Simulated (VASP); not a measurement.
Set up this calculation in VASP 6.6.1, as the native input.

| Quantity | Value |
| --- | --- |
| Task | single point |
| Functional | PBE |
| Potentials or basis | VASP PAW PBE potentials, release 64 (Al, N, Ta_pv) |
| Cutoff | 520 eV |
| k mesh | 1 × 1 × 1, shifted |
| Occupations | fermi-dirac, width 0.05 eV |
| Spin | no spin polarisation |
| Dipole correction | no |
| Further INCAR settings | LREAL = Auto; ALGO = Normal; EDIFF = 1e-06; NBANDS = 67; ISYM = 0 |

The structure of Ta4Al5N9 lies in POSCAR:

```
Ta4Al5N9
1.0
    5.7043550000     -0.0555350000     -0.0206970000
   -0.0555350000      6.2992770000      0.1411560000
   -0.0206970000      0.1411560000      5.7643950000
Al N Ta
5 9 4
Direct
    0.2104880971      0.6489847337      0.7317708767
    0.3322553870      0.0184857005      0.4744201815
    0.6703490502      0.3266569652      0.7341673539
    0.0649089516      0.7733209769      0.1865643359
    0.5975128058      0.9400379085      0.0293837830
    0.6110236636      0.1988954369      0.4393985965
    0.7612657859      0.2215803397      0.0372917754
    0.4016439305      0.4332267858      0.8411032319
    0.6444621856      0.7003472957      0.2534330508
   -0.0139076977      0.8479882522      0.8721325521
    0.9351302726      0.4753170984      0.6303479430
    0.4783984466      0.8458291744      0.7323499777
    0.1419928529      0.4866241394      0.1698781761
    0.2869634002      0.0477734106      0.1438377797
    0.4927904520      0.4287254602      0.1899507430
    0.9655864613      0.2591904417      0.3825586999
    0.8133954215      0.8482816618      0.5747169996
    0.1153139660      0.2146701897      0.8707102251
```

The cell was built by a generator and needn't be a form met in nature.

One way to write it, as run:

INCAR

```
SYSTEM = Ta4Al5N9
PREC = Accurate ; ENCUT = 520
EDIFF = 1E-6 ; ISMEAR = -1
SIGMA = 0.05 ; LREAL = Auto
LASPH = .True. ; NELM = 100
ALGO = Normal ; ISIF = 2
LWAVE = .False. ; LCHARG = .False.
GGA = PE ; ISYM = 0
NBANDS = 67
```

KPOINTS

```
Automatic mesh
0
Gamma
  1 1 1
  0.25 0.25 0.25
```

Potentials or basis: VASP PAW PBE potentials, release 64 (Al, N, Ta_pv).

Run with:

```console
$ cat potpaw_PBE.64/Al/POTCAR potpaw_PBE.64/N/POTCAR potpaw_PBE.64/Ta_pv/POTCAR > POTCAR
$ mpirun -np 1 vasp_std > vasp.out
```

It gave:

The pressure is 0.1 GPa, the largest force is 2.170 eV/Å and the band gap on the k mesh is 0.73 eV, direct.

Caveat: spin-orbit coupling is left out, which moves the levels of the heavy elements.

Run time: 43 s on 1 thread of Intel(R) Xeon(R) Platinum 8259CL CPU @ 2.50GHz (Skylake/Cascade Lake), on a shared host, peak memory 0.3 GiB.
